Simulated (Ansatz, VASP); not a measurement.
One calculation of HfHF3, two programs

```
Hf H F
1.0
     3.58883    0.00000    0.00000
     0.00000    3.58883    0.00000
     0.00000    0.00000    3.58883
Hf H F
1 1 3
Direct
  0.50000 0.50000 0.50000
  0.00000 0.00000 0.00000
  0.50000 0.00000 0.00000
  0.00000 0.50000 0.00000
  0.00000 0.00000 0.50000
```

Change from the starting cell: species swapped into the Mn3SnH type (Pm-3m, No. 221).

Alike in both runs: functional PBE; k mesh 10 × 10 × 10; occupations gaussian, width 0.1 eV; no spin polarisation.

Ansatz relaxed the structure, and its values are those at the end. VASP's run is a single point on that final structure, the one shown.

|  | VASP | Ansatz |
| --- | --- | --- |
| version | VASP 6.6.1 | Ansatz 0.2.0 |
| potentials or method | VASP PAW PBE potentials, release 64 (Hf_pv, H, F) | scalar-relativistic, plane waves, PAW |
| plane-wave cutoff (eV) | 520 | 420 |
| valence electrons in the cell | 32 | 48 |

|  | VASP | Ansatz | Ansatz less VASP |
| --- | --- | --- | --- |
| gap on the k mesh at the Fermi level (eV) | none | none | - |
| pressure (GPa) | -1.7 | 0.0 | +1.75 |

A gap of «none» marks a metal or a gap that the smearing closes. With one functional, cell and mesh, what is left measures potentials, basis and numerics. The two sets of potentials don't hold the same shells in valence.

Spin-orbit coupling is left out, which matters for the levels of Hf.
